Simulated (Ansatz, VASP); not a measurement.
## Pt3PbC in two plane-wave programs

Wanted: the spread between two codes on one cell, functional and k mesh. The cell is taken from a series of runs on this material, whose earlier steps may have relaxed, scaled, displaced or heated it; both programs get it as it stands.

Main program and level: Ansatz 0.2.0; plane waves, with VASP 6.6.1 beside it; zone-centre phonons at PBEsol.

### Step 1. Starting point

Symmetry: R3m, No. 160, trigonal system. The conventional cell has a = 6.265 Å, b = 6.265 Å, c = 6.882 Å, α = 90.00°, β = 90.00°, γ = 120.00°. Nearest to Pt lie 2 C at 2.11 to 2.23 Å and 6 Pt at 2.89 to 2.93 Å and 4 Pb at 2.92 to 3.14 Å. Pb has 12 Pt at 2.92 to 3.14 Å and 1 C at 3.00 Å nearest. Nearest to C lie 6 Pt at 2.11 to 2.23 Å. Farther neighbours are not listed.

### Step 2. Ansatz: zone-centre phonons, PBEsol

Ansatz runs on its PAW soft_1 files.

Second derivatives magnify differences that forces hide, and they need a tight electronic threshold.

File input.yaml:

```yaml
crystal:
  lattice:
    - [3.1324906765, 1.8085443353, 2.2938944224]
    - [-3.1324906765, 1.8085443353, 2.2938944224]
    - [0.0, -3.6170886706, 2.2938944224]
  atoms:
    - { symbol: Pt, position: [0.4858123099, 0.4858123099, 0.0245908897] }
    - { symbol: Pt, position: [0.4858123099, 0.0245908897, 0.4858123099] }
    - { symbol: Pt, position: [0.0245908897, 0.4858123099, 0.4858123099] }
    - { symbol: Pb, position: [0.9838841806, 0.9838841806, 0.9838841806] }
    - { symbol: C, position: [0.5477664296, 0.5477664296, 0.5477664296] }
kpoints:
  mp_grid: { grid: [9, 9, 9] }
hamiltonian:
  xc: pbesol
  pseudopotentials: { kind: paw, azcp: { folder: soft_1 }, xc_functional: pbe }
scf:
  occupations: { method: methfessel_paxton, width: 0.2 }
output:
  eigenvalues: true
phonons:
  method: dfpt
```

Command:

```console
> ansatz run input.yaml --threads 4 --pin off --max-ram 10240MiB --backend cpu --events-out ev --progress --plain --runs-dir out
```

Numbers of over 12 decimals in the logs are rounded to 6 here.

Output:

```text
zone centre: on kpoints.mp_grid the ground state, and the responses unless they are solved on pairs of k-points, stand on 205 of the mesh's 729 k-points, reduced under 2 symmetry operations, with k and −k counted as one. Each operation leaves every solved displacement unchanged or reverses it
Engine: ansatz 0.2.0, aarch64-unknown-linux-gnu
Pseudopotentials: kind: paw
Pseudopotential: Pt, paw, valence charge 18, recommended cutoff 420 eV (normal), soft_1/Pt.paw.azcp
Pseudopotential: Pb, paw, valence charge 14, recommended cutoff 420 eV (normal), soft_1/Pb.paw.azcp
Pseudopotential: C, paw, valence charge 4, recommended cutoff 420 eV (normal), soft_1/C.paw.azcp
Functional definition: PBEsol
  exchange = pbesol_x
  correlation = pbesol_c
Crystal: 5 atoms, lattice volume = 77.973 Å³
Basis set: ecut = 420 eV, 1519 PW (Γ), exchange–correlation on 60×60×60 points (8 copies of the dense FFT grid, shifted against one another)
Bands: 44, of which v1, the nominal top of the filled ones, is band 36 counted from 1 (35 counted from 0)
Symmetry: 6 space group operations
k-points: 205 of 729 (irreducible under 2 space group operations, time reversal used)
Non-local potential: Pt, projectors of the file, l = 0: 3, l = 1: 2, l = 2: 2, l = 3: 1
Non-local potential: Pb, projectors of the file, l = 0: 2, l = 1: 2, l = 2: 2, l = 3: 1
Non-local potential: C, projectors of the file, l = 0: 2, l = 1: 2, l = 2: 1
PAW form: soft (Blöchl's): semilocal exchange-correlation on the pseudo side does not see the compensation charge
PAW frozen core: Pt, regenerated for the run's functional, and the local potential with it (the file was generated under x = pbe(κ = 0.804, μ = 0.219515), c = pbe(β = 0.066725))
PAW frozen core: Pb, regenerated for the run's functional, and the local potential with it (the file was generated under x = pbe(κ = 0.804, μ = 0.219515), c = pbe(β = 0.066725))
PAW frozen core: C, regenerated for the run's functional, and the local potential with it (the file was generated under x = pbe(κ = 0.804, μ = 0.219515), c = pbe(β = 0.066725))
PAW one-centre angular grid: Pt, 590 points (default); XC on 64 Gauss nodes
PAW one-centre angular grid: Pb, 590 points (default); XC on 64 Gauss nodes
PAW one-centre angular grid: C, 110 points (default); XC on 64 Gauss nodes
Initial density: superposition of atomic densities (chi_scale 0.1, normalization cell, long waves kept (reshape's long-wave potential 0.00 eV rms))
Initial wavefunctions: pseudopotential atomic-orbital guess
Functional: x = pbesol(κ = 0.804, μ = 0.123457), c = pbesol(β = 0.046)
SCF iter   1: F=—  HF=-49159.801802 eV  |F-HF|=—  |Δ(HF+E_count)|=         —  Δρ=8.76e-2  dr2=7.04e0  ethr=3.10e-3  ⟨swp⟩=6.4  Hψ=33029  notcnv=0
preconditioner: auto → Kerker (q_TF=auto, 2.692 Å⁻¹)  [metal: Δε(μ)=0.016 eV  Ē_g=10.979 eV  σ=0.200 eV  W_gap=0.07  n_scr=24 (ndim 8)  ℏωp=29.1 eV  f_vac=0.000  D(μ)=3.73/eV (n_scr^D=26)]
SCF iter   2: F=—  HF=-49158.598014 eV  |F-HF|=—  |Δ(HF+E_count)|=    1.20e0  S|Δr|=    0.00e0  Δρ=4.35e-2  dr2=1.82e0  ethr=3.10e-3  ⟨swp⟩=3.0  Hψ=15378  notcnv=0  defer=389
SCF iter   3: F=—  HF=-49158.192385 eV  |F-HF|=—  |Δ(HF+E_count)|=   4.06e-1  S|Δr|=    0.00e0  Δρ=6.25e-3  dr2=3.28e-2  ethr=2.53e-3  ⟨swp⟩=2.0  Hψ=13185  notcnv=0  defer=389
SCF iter   4: F=—  HF=-49158.186085 eV  |F-HF|=—  |Δ(HF+E_count)|=   6.30e-3  S|Δr|=    0.00e0  Δρ=9.65e-4  dr2=1.04e-3  ethr=4.56e-5  ⟨swp⟩=1.1  Hψ=10781  notcnv=0  defer=389
SCF iter   5: F=—  HF=-49158.185898 eV  |F-HF|=—  |Δ(HF+E_count)|=   1.86e-4  S|Δr|=    0.00e0  Δρ=2.24e-4  dr2=8.02e-5  ethr=1.44e-6  ⟨swp⟩=2.0  Hψ=12294  notcnv=0  defer=389
SCF iter   6: F=—  HF=-49158.185879 eV  |F-HF|=—  |Δ(HF+E_count)|=   1.94e-5  S|Δr|=    0.00e0  Δρ=6.33e-5  dr2=4.37e-6  ethr=1.11e-7  ⟨swp⟩=2.2  Hψ=12719  notcnv=0  defer=389
SCF iter   7: F=—  HF=-49158.185879 eV  |F-HF|=—  |Δ(HF+E_count)|=   1.35e-7  S|Δr|=    0.00e0  Δρ=1.54e-5  dr2=2.52e-7  ethr=6.07e-9  ⟨swp⟩=2.2  Hψ=12834  notcnv=0  defer=389
SCF iter   8: F=—  HF=-49158.185879 eV  |F-HF|=—  |Δ(HF+E_count)|=   6.33e-8  S|Δr|=    0.00e0  Δρ=3.52e-6  dr2=6.60e-9  ethr=3.51e-10  ⟨swp⟩=2.0  Hψ=13601  notcnv=0  defer=389
SCF iter   9: F=—  HF=-49158.185879 eV  |F-HF|=—  |Δ(HF+E_count)|=   1.22e-9  S|Δr|=    0.00e0  Δρ=7.97e-7  dr2=4.00e-10  ethr=9.17e-12  ⟨swp⟩=2.0  Hψ=13613  notcnv=0  defer=389
SCF iter  10: F=—  HF=-49158.185879 eV  |F-HF|=—  |Δ(HF+E_count)|=  3.64e-11  S|Δr|=    0.00e0  Δρ=1.47e-7  dr2=1.49e-11  ethr=1.00e-12  ⟨swp⟩=2.2  Hψ=13123  notcnv=0  defer=389
SCF iter  11: F=-49158.185879 eV  HF=-49158.185879 eV  |F-HF|=2.18e-11  |Δ(HF+E_count)|=  2.91e-11  S|Δr|=    0.00e0  Δρ=4.21e-8  dr2=1.64e-12  ethr=1.00e-12  ⟨swp⟩=12.3  Hψ=45595  notcnv=0
SCF 1 converged in 11 iterations: F = -49158.185879 eV  dr2 = 1.64e-12
  greatest PAW one-centre occupation: 1.000 electrons in one spin orbital (limit 2), on the Pt atom at site 2 (counted from 0), in its partial waves of l = 0
DFPT response loops at Γ: preconditioner auto → Kerker (q_TF=auto, 2.692 Å⁻¹) (partly filled bands, converged f_vac=0.000); β = 1.00, the filter's whole step (`scf.mixing.beta` (0.50) is not read by the response loops under this deck's `scf.mixing.preconditioner`; to damp them name `kerker` or `kerker_dos`, under which they read `scf.mixing.beta`, and type it under 1.00, their step now; both keys bind the ground state too); Broyden in place of MSR1
SCF converged after 11 iterations
Stability not checked: this state was not tested for a lower state beside it, because cold or Methfessel-Paxton smearing, or corrected tetrahedra, fill the levels in a way that the test cannot read (fill_not_monotonic; see scf.lower_state_search)
Free energy (F): -49158.185879 eV
Harris-Foulkes:  -49158.185879 eV  (|F-HF|=2.18e-11)
Internal energy: -49158.177868 eV  (E = F + TS)
E sigma→0 (E₀):  -49158.183876 eV
Entropy (-TS):   -0.008010 eV (-1.602 meV/atom)
Fermi energy:    18.863421 eV
--- Per-component energies (eV) ---
  E_band       = -513.564096
  E_kinetic    = 2173.566170
  E_local      = -6020.393484  (includes V_loc(G=0)·N_el)
  E_nonlocal   = 954.552167
  E_hartree    = 2313.951971
  E_xc         = -944.234907
  E_vxc        = -1009.034555  (∫ρ·V_xc dr)
  E_paw        = -38377.898836  (= ΣΔE_a)
  E_vpaw       = -1240.161715  (= ΣTr[D̂ρ^β])
  E_aug_tail   = 0.003354  (compensation charges beyond the density's cutoff)
  E_ewald      = -9258.668665
  E_core_change = 0.944364  (= ΣΔE_core)
  E_smearing   = -0.008010  (= −TS)
  E_closure    = 0.000000  (closes the sum)
  Σ components = -49158.185879   (vs F -49158.185879, Δ=0.00e0)
--- Band table (eV; the first three rows and the last of 205) ---
  k-point 0: bands = [... 32 lower, 17.7526, 17.7526, 17.7859, 18.3767, 18.8557, 20.1636, 20.1636, 21.1192, ... 4 higher]
  k-point 1: bands = [... 32 lower, 17.6494, 17.7424, 17.8764, 18.4709, 18.8080, 20.3323, 20.4607, 21.3356, ... 4 higher]
  k-point 2: bands = [... 32 lower, 17.6075, 17.8202, 17.8489, 18.8374, 18.8589, 20.8051, 20.8955, 21.5768, ... 4 higher]
  k-point 204: bands = [... 32 lower, 17.0475, 17.6855, 17.9254, 17.9447, 18.3674, 19.4647, 19.6373, 20.3346, ... 4 higher]
--- Phonons (Γ-DFPT): 7 representative perturbations + reference, on 205 of 729 k-points (Σ response iterations 24) ---
  k mesh reduced under 2 symmetry operations, with k and −k counted as one. Each operation leaves every solved displacement unchanged or reverses it
  ASR residual: 2.788e-5 → 0.000e0 eV/Å²; symmetrization residual: 3.437e-6 eV/Å²
  ASR residual per site (eV/Å²): 1.18e-5 9.71e-6 9.71e-6 2.79e-5 6.68e-6
  Γ frequencies (cm⁻¹): 0.00 0.00 0.00 43.01 43.01 61.24 61.24 65.80 88.86 93.13 93.13 138.79 253.35 253.35 340.43
  non-analytic LO–TO correction: not included (Born effective charges unavailable; polar crystals: no LO–TO splitting at Γ)
```

In the SCF lines HF is the Harris–Foulkes energy and dr2 the Hartree energy of the density residual, in eV; the loop may stop once dr2 is under the threshold and the program's other checks hold. Hψ counts applications of the Hamiltonian.

[end of part 1 of 3]

[Lines on the potential files, build, host, timing and source positions are cut from VASP's logs without a mark.]

[Logs are printed without paths, hosts, clocks, repeated set-up lines and the standing remarks that a program may print on its own settings, such as how far it seeks lower states.]

[Hosts, paths, dates, database ids (printed as entryN), source tags and the programs' standing remarks are cut or masked in the printed files.]
